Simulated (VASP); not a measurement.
VASP runs on CdTe (space group F-43m) share one base input (revPBE GGA, plane waves, VASP's PBE PAW potentials (set 64)) and change the settings named in each case.

**POSCAR**
```
CdTe
1.0
  0.0000000000   3.2821150000   3.2821150000
  3.2821150000   0.0000000000   3.2821150000
  3.2821150000   3.2821150000   0.0000000000
Cd Te
1 1
Direct
  0.0000000000   0.0000000000   0.0000000000
  0.2500000000   0.2500000000   0.2500000000
```

**INCAR**
```
ALGO = Normal
EDIFF = 1E-6
ENCUT = 300
GGA = RE
ISIF = 2
ISMEAR = -1
LASPH = .True.
LCHARG = .False.
LMAXMIX = 4
LREAL = .False.
LWAVE = .False.
NELM = 100
PREC = Accurate
SIGMA = 0.05
SYSTEM = CdTe
```

**KPOINTS**
```
Automatic mesh
0
Gamma
6 6 6
0 0 0
```

POTCAR, in this order: Cd Te (PBE.64 set). Program: vasp_std.

```json
[
 {"change": "base run", "E(σ→0) (eV/atom)": "-2.1120", "pressure (GPa)": "2.18", "−TS (eV)": "0.0000"},
 {"change": "ENCUT = 390", "E(σ→0) (eV/atom)": "-2.1128", "pressure (GPa)": "[?]", "−TS (eV)": "0.0000"},
 {"change": "SIGMA = 0.5", "E(σ→0) (eV/atom)": "-2.0750", "pressure (GPa)": "2.69", "−TS (eV)": "-0.2980"},
 {"change": "NBANDS = 73", "E(σ→0) (eV/atom)": "-2.1120", "pressure (GPa)": "2.18", "−TS (eV)": "0.0000"},
 {"change": "KPOINTS 21×21×21 Γ-centred mesh", "E(σ→0) (eV/atom)": "-2.1148", "pressure (GPa)": "2.17", "−TS (eV)": "0.0000"},
 {"change": "AEXX = 0.25, GGA = PE, HFSCREEN = 0.2, ISYM = 3, LHFCALC = .TRUE., PRECFOCK = Fast", "E(σ→0) (eV/atom)": "-3.0220", "pressure (GPa)": "-0.06", "−TS (eV)": "0.0000"},
 {"change": "ISYM = 0", "E(σ→0) (eV/atom)": "-2.1120", "pressure (GPa)": "2.18", "−TS (eV)": "0.0000"},
 {"change": "AEXX = 0.25, ENCUT = 210, GGA = PE, HFSCREEN = 0.2, ISYM = 3, LHFCALC = .TRUE., PRECFOCK = Fast, KPOINTS 4×4×4 Γ-centred mesh", "E(σ→0) (eV/atom)": "-2.7859", "pressure (GPa)": "-25.42", "−TS (eV)": "0.0000"}
]
```

Q: Complete the blanks.

A: 
- ENCUT = 390, pressure (GPa): 1.86

Energies of different potentials or functionals have different zeros.  Unless said otherwise, spin-orbit coupling is left out, though it shifts the bands of the heavy elements here. The base run's pressure lies +0.33 GPa from that at 390 eV (Pulay error).

Left out are runs that ran out of time, are held back, or changed the cell or the kind of run, fixed moments of cells without a moment, rows past the twelfth, gaps on odd meshes, pressures of charged cells and columns that move by less than the noise.

The structure comes from a computed database's CdTe entry; how it stands against other phases isn't given here. The cell was not relaxed at this level.
